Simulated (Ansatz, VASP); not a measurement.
## Two plane-wave programs on K3AlO2

```xyz
6
Lattice="4.1752 2.4105 2.9535 -4.1752 2.4105 2.9535 0.0000 -4.8211 2.9535" Properties=species:S:1:pos:R:3 pbc="T T T"
K     0.0000   -2.4105    1.4767
K     2.0876    1.2053    1.4767
K    -2.0876    1.2053    1.4767
Al    0.0000    0.0000    4.4302
O     0.0000    0.0000    2.7191
O     0.0000    0.0000    6.1414
```

Alike in both runs: functional PBE; k mesh 6 × 6 × 6; occupations gaussian, width 0.1 eV; no spin polarisation.

Ansatz relaxed the structure, and its values are those at the end. VASP's run is a single point on that final structure, the one shown.

|  | VASP | Ansatz |
| --- | --- | --- |
| version | VASP 6.6.1 | Ansatz 0.2.0 |
| potentials or method | VASP PAW PBE potentials, release 64 (K_sv, Al, O) | scalar-relativistic, plane waves, PAW |
| plane-wave cutoff (eV) | 520 | 420 |
| valence electrons in the cell | 42 | 42 |

|  | VASP | Ansatz | Ansatz less VASP |
| --- | --- | --- | --- |
| gap on the k mesh at the Fermi level (eV) | none | none | - |
| pressure (GPa) | 0.1 | 0.0 | -0.09 |
| rms of the force components (eV/Å) | 0.015 | 0.002 | -0.0129 |

A gap of «none» marks a metal or a gap that the smearing closes. The functional is the same, so the differences come from potentials, cutoffs and numerics.
